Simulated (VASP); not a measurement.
Computed with PBE GGA, VASP's PBE PAW potentials (set 64) (plane waves; VASP 6.6.1).

VASP input:

KPOINTS:
```
Automatic mesh
0
Gamma
6 6 4
```

### POSCAR
```
Se
1
    2.2384950254    -3.8771871008     0.0000000000
    2.2384950254     3.8771871008     0.0000000000
    0.0000000000     0.0000000000     5.0540670273
Se
3
Direct
  0.0000000000   0.2215888539   0.6666670000
  0.7784111461   0.7784111461   0.0000000000
  0.2215888539   0.0000000000   0.3333330000
```

**INCAR**
```
# general
SYSTEM   =  Se
PREC     =  Accurate
ENCUT    =  480
LREAL    =  F
LASPH    =  T

# electronic loop
EDIFF    =  1E-7
NELM     =  100
ALGO     =  Normal
LMAXMIX  =  4

# smearing
ISMEAR   =  0
SIGMA    =  0.05

# functional
GGA      =  PE

# ions
ISIF     =  2

# output
LWAVE    =  F
LCHARG   =  F
```

POTCAR, in this order: Se (PBE.64 set). Program: vasp_std.

Without a dispersion term in the relaxation, distances and binding between the weakly bound layers, chains or molecules are unreliable, and so is what depends on them.

Problem. Estimate the energy per atom (σ→0), band gap (on the k-mesh).

Solution. 
The energy per atom (σ→0) comes out as -3.503 eV/atom and the band gap (on the k-mesh) is 0.97 eV.

### OSZICAR
```
...
DAV:   7    -0.105090666671E+02    0.21048E-01   -0.80363E-02   659   0.206E+00    0.199E-01
DAV:   8    -0.105084585173E+02    0.60815E-03   -0.10058E-02   659   0.711E-01    0.101E-01
DAV:   9    -0.105085938807E+02   -0.13536E-03   -0.32181E-04   789   0.138E-01    0.298E-02
DAV:  10    -0.105086324576E+02   -0.38577E-04   -0.59837E-05   669   0.596E-02    0.842E-03
DAV:  11    -0.105086360974E+02   -0.36397E-05   -0.10562E-05   734   0.220E-02    0.385E-03
DAV:  12    -0.105086358319E+02    0.26546E-06   -0.22687E-06   669   0.109E-02    0.231E-03
DAV:  13    -0.105086357978E+02    0.34148E-07   -0.37194E-07   751   0.380E-03
   1 F= -.10508636E+02 E0= -.10508636E+02  d E =-.173488E-14
```

The compound is Se in the trig structure. It was relaxed first, which changed the volume by +7 %.
